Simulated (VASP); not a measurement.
```xyz
2
Lattice="1.4750 -2.5548 0.0000 1.4750 2.5548 0.0000 0.0000 0.0000 4.6800" Properties=species:S:1:pos:R:3 pbc="T T T"
Ti     1.4750     0.8516     1.1700
Ti     1.4750    -0.8516     3.5100
```

Calculation: PBEsol GGA, VASP's PBE PAW potentials (set 64) (plane waves; VASP). Run with 400 eV cut-off, 13×13×7 Γ-centred mesh, first-order Methfessel-Paxton smearing of 0.10 eV, potentials Ti_sv.

Energy and stress use the plane-wave basis of the starting cell.

Problem. The ions, cell shape and volume are relaxed. Give the cell that the relaxation ends in.

Solution. 
```xyz
2
Lattice="1.4457 -2.5040 0.0000 1.4457 2.5040 0.0000 0.0000 0.0000 4.5865" Properties=species:S:1:pos:R:3 pbc="T T T"
Ti     1.4457     0.8347     1.1466
Ti     1.4457    -0.8347     3.4399
```
Space group P6_3/mmc (194), at a tolerance of 0.03 Å.

Problem. How do energy and volume change from the first to the last step?

Solution. The energy (σ→0) changes by -22.6 meV/atom and the volume by -5.9 %, in 5 ionic steps.

```tsv
step	E(σ→0) (eV)	max force (eV/Å)	pressure (GPa)	volume (Å³)
1	-16.6275	0.000	-6.66	35.27
2	-16.6435	0.000	6.27	31.66
3	-16.6726	0.000	-0.04	33.21
4	-16.6726	0.000	0.09	33.17
5	-16.6726	0.000	-0.03	33.21
```

The compound is Ti in the hcp structure. This run relaxes it. Symmetry was kept, so distortions that lower it aren't found.
